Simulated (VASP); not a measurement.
# A first-principles U for LiVO2

Wanted: U by linear response. The start is a computed cell from the Materials Project.

Method: LDA, spin-polarised from a ferromagnetic start (one magnetic atom a cell); plane waves and PAW (V_sv, O, Li_sv), in the first sound run; inputs show where later runs differ, in VASP 6.6.1.

### 1. Set-up

It takes space group P4/mmm (No. 123, tetragonal). The conventional cell has a = 3.030 Å, b = 3.030 Å, c = 3.918 Å, α = 90.00°, β = 90.00°, γ = 90.00°. Nearest to V lie 6 O at 1.96 to 2.14 Å. O has 2 V at 1.96 Å and 4 Li at 2.14 Å nearest. Nearest to O lie 2 Li at 1.96 Å and 4 V at 2.14 Å. Li has 6 O at 1.96 to 2.14 Å nearest. Farther neighbours and most contacts between anions are not listed.

### 2. Ground state

The shifted atom is typed as a species of its own, and density and orbitals are saved as the common start.

The input, INCAR:

```
SYSTEM = LiVO2
PREC = Accurate
ENCUT = 600
EDIFF = 1E-06
NELM = 150
ISMEAR = 0
SIGMA = 0.05
LREAL = .FALSE.
ALGO = Normal
GGA = CA
NBANDS = 20
ISPIN = 2
MAGMOM = 2 0 0 0
LMAXMIX = 4
LORBIT = 11
LWAVE = .TRUE.
LCHARG = .TRUE.
KPAR = 2
AMIX = 0.2
BMIX = 1E-04
AMIX_MAG = 0.8
BMIX_MAG = 1E-04
```

The input, POSCAR:

```
LiVO2
1.0
    3.0295250000      0.0000000000      0.0000000000
    0.0000000000      3.0295250000      0.0000000000
    0.0000000000      0.0000000000      3.9179980000
V O Li
1 2 1
Direct
    0.5000000000      0.5000000000      0.5000000000
    0.5000000000      0.5000000000      0.0000000000
    0.0000000000      0.0000000000      0.5000000000
    0.0000000000      0.0000000000      0.0000000000
```

The input, KPOINTS:

```
Automatic mesh
0
Gamma
5 5 4
0 0 0
```

The projector-augmented-wave data sets are V_sv, O and Li_sv (LDA family, release 64).

The run is started by

```console
$ mpirun -np 2 vasp_std
```

The program printed:

```text
[banner, memory and clock lines left out]
running    2 mpi-ranks, on    1 nodes
 distrk:  each k-point on    1 cores,    2 groups
 distr:  one band on    1 cores,    1 groups

 POSCAR found type information on POSCAR V O Li
 POSCAR found :  3 types and       4 ions
 LDA part: xc-table for (Slater(with rela. corr.)+CA(PZ))
 , standard interpolation
 POSCAR, INCAR and KPOINTS ok, starting setup
 FFT: planning ... GRIDC
 FFT: planning ... GRID_SOFT
 FFT: planning ... GRID
 WAVECAR not read
 entering main loop
       N       E                     dE             d eps       ncg     rms          rms(c)
DAV:   1     0.313052689865E+03    0.31305E+03   -0.17276E+04  1440   0.169E+03
DAV:   2    -0.206640191759E+02   -0.33372E+03   -0.32151E+03  1624   0.459E+02
DAV:   3    -0.384032202969E+02   -0.17739E+02   -0.17528E+02  1628   0.113E+02
DAV:   4    -0.390155828330E+02   -0.61236E+00   -0.60749E+00  2416   0.177E+01
DAV:   5    -0.390203328344E+02   -0.47500E-02   -0.47483E-02  1628   0.177E+00    0.250E+01
DAV:   6    -0.326977020996E+02    0.63226E+01   -0.13608E+01  1748   0.340E+01    0.117E+01
DAV:   7    -0.323195789114E+02    0.37812E+00   -0.40104E+00  1848   0.152E+01    0.694E+00
DAV:   8    -0.322696705552E+02    0.49908E-01   -0.12550E+00  1752   0.103E+01    0.731E+00
DAV:   9    -0.321840281408E+02    0.85642E-01   -0.47911E-01  1608   0.549E+00    0.216E+00
DAV:  10    -0.321840661238E+02   -0.37983E-04   -0.46678E-02  1592   0.179E+00    0.946E-01
DAV:  11    -0.321838698315E+02    0.19629E-03   -0.15813E-02  1692   0.780E-01    0.279E-01
DAV:  12    -0.321839048042E+02   -0.34973E-04   -0.12196E-03  1768   0.280E-01    0.256E-01
DAV:  13    -0.321837397310E+02    0.16507E-03   -0.36452E-04  1712   0.152E-01    0.164E-01
DAV:  14    -0.321836362278E+02    0.10350E-03   -0.38467E-04  1876   0.125E-01    0.777E-02
DAV:  15    -0.321836387154E+02   -0.24876E-05   -0.33924E-05  1576   0.485E-02    0.214E-02
DAV:  16    -0.321836394355E+02   -0.72008E-06   -0.20707E-06  1180   0.112E-02
   1 F= -.32183639E+02 E0= -.32183051E+02  d E =-.117620E-02  mag=     0.8802
 writing wavefunctions
```

Run time: 7.2 s. Hardware: 2 MPI ranks of AMD EPYC 9R45, shared host; peak memory 0.25 GiB.

Lines that name or quote the potential files are left out of all logs, and their timing lines are given in words.

OUTCAR, selected parts (step 2):

```text
ion  position               nearest neighbor table
   1  0.500  0.500  0.500-   2 1.96   2 1.96   3 2.14   3 2.14   3 2.14   3 2.14
   2  0.500  0.500  0.000-   1 1.96   1 1.96   4 2.14   4 2.14   4 2.14   4 2.14
   3  0.000  0.000  0.500-   4 1.96   4 1.96   1 2.14   1 2.14   1 2.14   1 2.14
   4  0.000  0.000  0.000-   3 1.96   3 1.96   2 2.14   2 2.14   2 2.14   2 2.14

  LATTYP: Found a simple tetragonal cell.
 ALAT       =     3.0295250000
 C/A-ratio  =     1.2932713874

 Subroutine GETGRP returns: Found 16 space group operations
 (whereof 16 operations were pure point group operations)

The static configuration has the point symmetry D_4h.

 Found     18 irreducible k-points:

   k-points           NKPTS =     18   k-points in BZ     NKDIM =     18   number of bands    NBANDS=     20

   dimension x,y,z NGX =    24 NGY =   24 NGZ =   32
   dimension x,y,z NGXF=    48 NGYF=   48 NGZF=   64

   ENCUT  =  600.0 eV  44.10 Ry    6.64 a.u.   6.05  6.05  7.83*2*pi/ulx,y,z

   NELECT =      28.0000    total number of electrons

 k-points in reciprocal lattice and weights: Automatic mesh
   0.00000000  0.00000000  0.00000000       0.010
   0.20000000  0.00000000  0.00000000       0.040
   0.40000000  0.00000000  0.00000000       0.040
   0.20000000  0.20000000  0.00000000       0.040
   0.40000000  0.20000000  0.00000000       0.080
   0.40000000  0.40000000  0.00000000       0.040
   0.00000000  0.00000000  0.25000000       0.020
   0.20000000  0.00000000  0.25000000       0.080
   0.40000000  0.00000000  0.25000000       0.080
[...]
0.40000000  0.20000000  0.50000000       0.080
   0.40000000  0.40000000  0.50000000       0.040

 average (electrostatic) potential at core
       1 -75.0925       2 -70.0322       3 -70.7052       4 -59.9687

 E-fermi :   6.9153

 spin component 1
 k-point     1 :       0.0000    0.0000    0.0000
  band No.  band energies     occupation
    ...
     13       3.9604      1.00000
     14       4.4186      1.00000
     15       6.3511      1.00000
     16       6.3511      1.00000
     17       6.6285      1.00000
     18       7.2710      0.00000
     19      10.9946      0.00000
     20      17.7754      0.00000

 k-point     2 :       0.2000    0.0000    0.0000
  band No.  band energies     occupation
    ...
     12       3.3616      1.00000
     13       3.8012      1.00000
     14       5.4426      1.00000
     15       6.4027      1.00000
     16       6.5418      1.00000
     17       7.8506      0.00000
     18       7.9329      0.00000
     19      11.8315      0.00000
     20      16.9603      0.00000

 k-point     3 :       0.4000    0.0000    0.0000
  band No.  band energies     occupation
    ...
     12       2.6925      1.00000
     13       3.8618      1.00000
     14       6.4878      1.00000
     15       6.8133      0.99805
     16       6.8347      0.98874
     17       8.4650      0.00000
     18       9.4438      0.00000
     19      13.4505      0.00000
     20      15.2853      0.00000

 k-point     4 :       0.2000    0.2000    0.0000
  band No.  band energies     occupation
    ...
     12       3.2269      1.00000
     13       3.4937      1.00000
     14       5.9845      1.00000
     15       6.1881      1.00000
     16       6.7666      0.99999
     17       7.2132      0.00000
     18       8.7010      0.00000
     19      12.8618      0.00000
     20      17.2357      0.00000

 k-point     5 :       0.4000    0.2000    0.0000
  band No.  band energies     occupation
    ...
     11       2.4414      1.00000
     12       2.7829      1.00000
     13       3.3277      1.00000
     14       5.9893      1.00000
     15       6.5508      1.00000
     16       7.0565      0.00003
     17       8.0670      0.00000
     18       8.8740      0.00000
     19      14.4522      0.00000
     20      16.1673      0.00000

 k-point     6 :       0.4000    0.4000    0.0000
  band No.  band energies     occupation
    ...
     11       2.7413      1.00000
     12       2.8821      1.00000
     13       3.0025      1.00000
     14       5.4153      1.00000
     15       5.7778      1.00000
     16       7.4579      0.00000
     17       7.5701      0.00000
     18       8.1209      0.00000
     19      15.8985      0.00000
     20      16.9771      0.00000

  Total       -5.7909912     -5.7909912     -5.4210516      0.0000000      0.0000000     -0.0000000
  in kB     -258.0181123   -258.0181123   -241.5354240      0.0000000      0.0000000     -0.0000000
  external PRESSURE =    -252.5238828 kB  Pullay stress =       0.0000000 kB

  energy-cutoff  :      600.00
  volume of cell :       35.96
      direct lattice vectors                 reciprocal lattice vectors
     3.029525000  0.000000000  0.000000000     0.330084749  0.000000000  0.000000000
     0.000000000  3.029525000  0.000000000     0.000000000  0.330084749  0.000000000
     0.000000000  0.000000000  3.917998000     0.000000000  0.000000000  0.255232392

 POSITION                                       TOTAL-FORCE (eV/Angst)
 -----------------------------------------------------------------------------------
      1.51476      1.51476      1.95900         0.000000      0.000000      0.000000
      1.51476      1.51476      0.00000         0.000000      0.000000      0.000000
      0.00000      0.00000      1.95900         0.000000      0.000000      0.000000
      0.00000      0.00000      0.00000         0.000000      0.000000      0.000000
 -----------------------------------------------------------------------------------
    total drift:                                0.000000     -0.000000     -0.000000

  FREE ENERGIE OF THE ION-ELECTRON SYSTEM (eV)
  ---------------------------------------------------
  free  energy   TOTEN  =       -32.1836394355 eV

  energy  without entropy=      -32.1824632310  energy(sigma->0) =      -32.18305133

 total charge
# of ion       s       p       d       tot
------------------------------------------
    1        2.207   6.209   2.969  11.385
    2        1.541   3.444   0.000   4.986
    3        1.531   3.454   0.000   4.984
    4        2.022   0.086   0.000   2.108
--------------------------------------------------
tot          7.301  13.193   2.969  23.463

 magnetization (x)
# of ion       s       p       d       tot
------------------------------------------
    1        0.004   0.003   0.795   0.802
    2       -0.001   0.000   0.000  -0.001
    3       -0.000   0.013   0.000   0.013
    4       -0.000   0.000   0.000  -0.000
--------------------------------------------------
tot          0.002   0.017   0.795   0.814

[... 6 further parts left out ...]
```

The cell holds one magnetic atom, so no antiferromagnetic order fits into it. The k-mesh is coarse for a metal. Oxides and halides of V are often magnetic insulators, and a metal at this level, without U or exact exchange, may be an artefact, though some of them are metals in fact.

Numbers from this step:

| Item | Value |
| --- | --- |
| electronic cycles | 16 |
| electrons | 28 |
| free energy (TOTEN) | -32.18 eV |
| energy at zero smearing | -32.18 eV |
| Fermi energy | 6.915 eV |
| moment of the cell, from the last line of the log | 0.8802 μB |
| labelled metallic, from the levels on this mesh | yes |

Spin moment in the PAW sphere by atom:

```
atom  spin moment in the PAW sphere (μB)
  V1                               0.802
  O2                              -0.001
  O3                               0.013
 Li4                               0.000
```

### 3. Shifted potential, frozen density, alpha -0.2

This step: LDA, with a shift of one shell's potential, spin-polarised from a ferromagnetic start (one magnetic atom a cell); plane waves and PAW (V_sv, O, Li_sv) (VASP 6.6.1).

With the density held, the shell's charge shows the bare response.

Edit INCAR of step 2 so:

```diff
@@ -15,4 +15,4 @@
 LORBIT = 11
-LWAVE = .TRUE.
-LCHARG = .TRUE.
+LWAVE = .FALSE.
+LCHARG = .FALSE.
 KPAR = 2
@@ -22 +22,7 @@
 BMIX_MAG = 1E-04
+LDAU = .TRUE.
+LDAUTYPE = 3
+LDAUL = 2 -1 -1
+LDAUU = -0.2 0 0
+LDAUJ = -0.2 0 0
+ICHARG = 11
```

POSCAR is that of step 2.

KPOINTS is that of step 2.

The run starts from files that an earlier step left in the folder.

The run is started by

```console
$ mpirun -np 2 vasp_std
```

The program printed:

```text
[banner, memory and clock lines left out]
running    2 mpi-ranks, on    1 nodes
 distrk:  each k-point on    1 cores,    2 groups
 distr:  one band on    1 cores,    1 groups

 POSCAR found type information on POSCAR V O Li
 POSCAR found :  3 types and       4 ions
 LDA part: xc-table for (Slater(with rela. corr.)+CA(PZ))
 , standard interpolation
 found WAVECAR, reading the header
 POSCAR, INCAR and KPOINTS ok, starting setup
 FFT: planning ... GRIDC
 FFT: planning ... GRID_SOFT
 FFT: planning ... GRID
 reading WAVECAR
 the WAVECAR file was read successfully
 charge density read from file: CHGCAR, LiVO2
magnetization read from file: component  1
 entering main loop
       N       E                     dE             d eps       ncg     rms          rms(c)
DAV:   1    -0.315891035960E+02   -0.31589E+02   -0.26227E-02  1520   0.764E-01
DAV:   2    -0.315891848296E+02   -0.81234E-04   -0.81235E-04  1456   0.191E-01
DAV:   3    -0.315891851220E+02   -0.29234E-06   -0.29239E-06  1524   0.934E-03
   1 F= -.31589185E+02 E0= -.31588572E+02  d E =-.122631E-02  mag=     0.8802
```

Run time: 2.2 s. Hardware: 2 MPI ranks; peak memory 0.24 GiB.

OUTCAR, selected parts (step 3):

```text
The static configuration has the point symmetry D_4h.

 Found     18 irreducible k-points:

   NELECT =      28.0000    total number of electrons

 E-fermi :   7.0735

 spin component 1
 k-point     1 :       0.0000    0.0000    0.0000
  band No.  band energies     occupation
    ...
     13       3.9607      1.00000
     14       4.5777      1.00000
     15       6.5339      1.00000
     16       6.5339      1.00000
     17       6.8164      1.00000
     18       7.4351      0.00000
     19      11.0117      0.00000
     20      17.7787      0.00000

 k-point     2 :       0.2000    0.0000    0.0000
  band No.  band energies     occupation
    ...
     12       3.3699      1.00000
     13       3.8068      1.00000
     14       5.5959      1.00000
     15       6.5866      1.00000
     16       6.7073      1.00000
     17       8.0064      0.00000
     18       8.0984      0.00000
     19      11.8365      0.00000
     20      16.9830      0.00000

 k-point     3 :       0.4000    0.0000    0.0000
  band No.  band energies     occupation
    ...
     12       2.6967      1.00000
     13       3.8628      1.00000
     14       6.6733      1.00000
     15       6.9829      0.99480
     16       6.9849      0.99393
     17       8.6299      0.00000
     18       9.5867      0.00000
     19      13.4518      0.00000
     20      15.2944      0.00000

 k-point     4 :       0.2000    0.2000    0.0000
  band No.  band energies     occupation
    ...
     12       3.2330      1.00000
     13       3.4989      1.00000
     14       6.1605      1.00000
     15       6.3390      1.00000
     16       6.9333      0.99996
     17       7.3900      0.00000
     18       8.8587      0.00000
     19      12.8675      0.00000
     20      17.2583      0.00000

  Total       -6.3450159     -6.3450159     -5.9469784      0.0000000     -0.0000000     -0.0000000
  in kB     -282.7027330   -282.7027330   -264.9681355      0.0000000     -0.0000000     -0.0000000
  external PRESSURE =    -276.7912005 kB  Pullay stress =       0.0000000 kB

  FREE ENERGIE OF THE ION-ELECTRON SYSTEM (eV)
  ---------------------------------------------------
  free  energy   TOTEN  =       -31.5891851220 eV

  energy  without entropy=      -31.5879588134  energy(sigma->0) =      -31.58857197

 total charge
# of ion       s       p       d       tot
------------------------------------------
    1        2.208   6.210   2.916  11.334
    2        1.542   3.463   0.000   5.005
    3        1.531   3.470   0.000   5.001
    4        2.022   0.086   0.000   2.109
--------------------------------------------------
tot          7.303  13.229   2.916  23.449

 magnetization (x)
# of ion       s       p       d       tot
------------------------------------------
    1        0.004   0.004   0.792   0.800
    2       -0.001   0.001   0.000  -0.000
    3       -0.000   0.013   0.000   0.013
    4       -0.000   0.000   0.000  -0.000
--------------------------------------------------
tot          0.002   0.018   0.792   0.812

[... 9 parts as in an earlier step ...]

[... 9 further parts left out ...]
```

Numbers from this step:

| Quantity | Value |
| --- | --- |
| electronic cycles | 3 |
| free energy (TOTEN) | -31.59 eV |
| energy at zero smearing | -31.59 eV |
| Fermi energy | 7.074 eV |

Energy at zero smearing: -31.58857 eV.

### 4. Shifted potential, relaxed density, alpha -0.2

With self-consistency the other electrons screen the shift.

Edit INCAR of step 3 so:

```diff
@@ -27,2 +27 @@
 LDAUJ = -0.2 0 0
-ICHARG = 11
```

POSCAR is that of step 3.

KPOINTS is that of step 3.

The run is started by

```console
$ mpirun -np 2 vasp_std
```

The program printed:

```text
[banner, memory and clock lines left out]
running    2 mpi-ranks, on    1 nodes
 distrk:  each k-point on    1 cores,    2 groups
 distr:  one band on    1 cores,    1 groups

 POSCAR found type information on POSCAR V O Li
 POSCAR found :  3 types and       4 ions
 LDA part: xc-table for (Slater(with rela. corr.)+CA(PZ))
 , standard interpolation
 found WAVECAR, reading the header
 POSCAR, INCAR and KPOINTS ok, starting setup
 FFT: planning ... GRIDC
 FFT: planning ... GRID_SOFT
 FFT: planning ... GRID
 reading WAVECAR
 the WAVECAR file was read successfully
 initial charge from wavefunction
 entering main loop
       N       E                     dE             d eps       ncg     rms          rms(c)
DAV:   1    -0.315890890357E+02   -0.31589E+02   -0.26136E-02  1520   0.764E-01    0.361E-01
DAV:   2    -0.315862132205E+02    0.28758E-02   -0.13970E-02  1780   0.106E+00    0.269E-01
DAV:   3    -0.315861982921E+02    0.14928E-04   -0.31110E-04  1488   0.142E-01    0.198E-01
DAV:   4    -0.315861540681E+02    0.44224E-04   -0.19930E-04  1596   0.950E-02    0.790E-02
DAV:   5    -0.315861517506E+02    0.23175E-05   -0.25976E-05  2024   0.339E-02    0.380E-02
DAV:   6    -0.315861475572E+02    0.41934E-05   -0.13500E-05  1576   0.315E-02    0.992E-03
DAV:   7    -0.315861470449E+02    0.51230E-06   -0.31915E-06  1424   0.105E-02
   1 F= -.31586147E+02 E0= -.31585560E+02  d E =-.117462E-02  mag=     0.8800
```

Wall time 3.6 s (2 MPI ranks); peak memory 0.26 GiB.

Parts of OUTCAR (step 4):

```text
The static configuration has the point symmetry D_4h.

 Found     18 irreducible k-points:

   NELECT =      28.0000    total number of electrons

 E-fermi :   6.9975

 spin component 1
 k-point     1 :       0.0000    0.0000    0.0000
  band No.  band energies     occupation
    ...
     13       3.9962      1.00000
     14       4.5013      1.00000
     15       6.4426      1.00000
     16       6.4426      1.00000
     17       6.7216      1.00000
     18       7.3514      0.00000
     19      11.0036      0.00000
     20      17.7781      0.00000

 k-point     2 :       0.2000    0.0000    0.0000
  band No.  band energies     occupation
    ...
     12       3.3895      1.00000
     13       3.8413      1.00000
     14       5.5218      1.00000
     15       6.4945      1.00000
     16       6.6270      1.00000
     17       7.9282      0.00000
     18       8.0154      0.00000
     19      11.8382      0.00000
     20      16.9818      0.00000

 k-point     3 :       0.4000    0.0000    0.0000
  band No.  band energies     occupation
    ...
     12       2.7138      1.00000
     13       3.9006      1.00000
     14       6.5801      1.00000
     15       6.8985      0.99744
     16       6.9139      0.99096
     17       8.5463      0.00000
     18       9.5154      0.00000
     19      13.4627      0.00000
     20      15.2944      0.00000

 k-point     4 :       0.2000    0.2000    0.0000
  band No.  band energies     occupation
    ...
     12       3.2530      1.00000
     13       3.5302      1.00000
     14       6.0739      1.00000
     15       6.2660      1.00000
     16       6.8521      0.99998
     17       7.2996      0.00000
     18       8.7782      0.00000
     19      12.8727      0.00000
     20      17.2628      0.00000

  Total       -5.6388467     -5.6388467     -5.1421682      0.0000000      0.0000000      0.0000000
  in kB     -251.2393043   -251.2393043   -229.1097475      0.0000000      0.0000000      0.0000000
  external PRESSURE =    -243.8627853 kB  Pullay stress =       0.0000000 kB

  FREE ENERGIE OF THE ION-ELECTRON SYSTEM (eV)
  ---------------------------------------------------
  free  energy   TOTEN  =       -31.5861470449 eV

  energy  without entropy=      -31.5849724276  energy(sigma->0) =      -31.58555974

 total charge
# of ion       s       p       d       tot
------------------------------------------
    1        2.209   6.211   2.946  11.367
    2        1.541   3.447   0.000   4.989
    3        1.531   3.457   0.000   4.987
    4        2.022   0.086   0.000   2.108
--------------------------------------------------
tot          7.303  13.201   2.946  23.451

 magnetization (x)
# of ion       s       p       d       tot
------------------------------------------
    1        0.004   0.004   0.794   0.802
    2       -0.001   0.000   0.000  -0.001
    3       -0.000   0.013   0.000   0.013
    4       -0.000   0.000   0.000  -0.000
--------------------------------------------------
tot          0.002   0.017   0.794   0.813

[... 9 parts as in an earlier step ...]

[... 9 further parts left out ...]
```

Numbers from this step:

```
electronic cycles                                 : 7
Fermi energy                                      : 6.997 eV
moment of the cell, from the last line of the log : 0.88 μB
```

Energy at zero smearing: -31.58556 eV.

The run ends at a pressure of -24.39 GPa.

(Continued in part 2 of 2.)

[Lines on the potential files, build, host, timing and source positions are cut from VASP's logs without a mark.]

[Logs are printed without paths, hosts, clocks, repeated set-up lines and the standing remarks that a program may print on its own settings, such as how far it seeks lower states.]

[Hosts, paths, dates, database ids (printed as entryN), source tags and the programs' standing remarks are cut or masked in the printed files.]

[In band tables of VASP the shares of atoms and orbitals are scaled to a sum of 1 inside the atoms' spheres.]

[Runs that stopped without an error message from VASP are left out.]
